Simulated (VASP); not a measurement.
## TaN (space group P6/mmm): computed properties

Computed with PBEsol GGA, VASP's PBE PAW potentials (set 64) (plane waves; VASP).

- space group = P6/mmm (191)
- cell = a = b = 5.1944 Å, c = 2.9174 Å, α = β = 90.00°, γ = 120.00°
- volume per atom = 11.36 Å^3/atom
- band gap (over mesh and band path) = none (metal, semimetal or under 0.01 eV)
- band gap with spin-orbit coupling = none (metallic)
- density = 14.25 g/cm³

Space group P6/mmm (No. 191); a = 5.1944 Å, b = 5.1944 Å, c = 2.9174 Å, α = 90.00°, β = 90.00°, γ = 120.00°

| atom | site | symmetry | x | y | z |
|---|---|---|---|---|---|
| Ta | 1a | 6/mmm | 0.0000 | 0.0000 | 0.0000 |
| Ta | 2d | -6m2 | 0.3333 | 0.6667 | 0.5000 |
| N | 3f | mmm | 0.0000 | 0.5000 | 0.0000 |

Unless said otherwise, spin-orbit coupling is left out, though it shifts the bands of the heavy elements here.

The structure comes from a measured TaN entry (P6/mmm) of the Crystallography Open Database, whose conditions weren't checked. It was relaxed first. Symmetry was kept, so distortions that lower it aren't found.
